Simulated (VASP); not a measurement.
Given:

```
Cr
1.0
    2.80892     0.00000     0.00000
    0.00000     2.80892     0.00000
    0.00000     0.00000     2.80892
Cr
2
Direct
  0.00000   0.00000   0.00000
  0.50000   0.50000   0.50000
```

All values below come from AM05 GGA, VASP's PBE PAW potentials (set 64) (plane waves; VASP). Numerical set-up: 520 eV cut-off, Gaussian smearing of 0.050 eV, potentials Cr_pv.

**Question.** Predict the band gap (along the path) with the smallest direct gap where there is one.

**Answer.** 
| Property | Value |
|---|---|
| band gap (along the path) | none (metal, semimetal or under 0.01 eV) |

The compound is Cr in the bcc, AFM order structure. It was relaxed first, which changed the volume by -7 %. The run is not spin-polarised, so no magnetic state was tried.
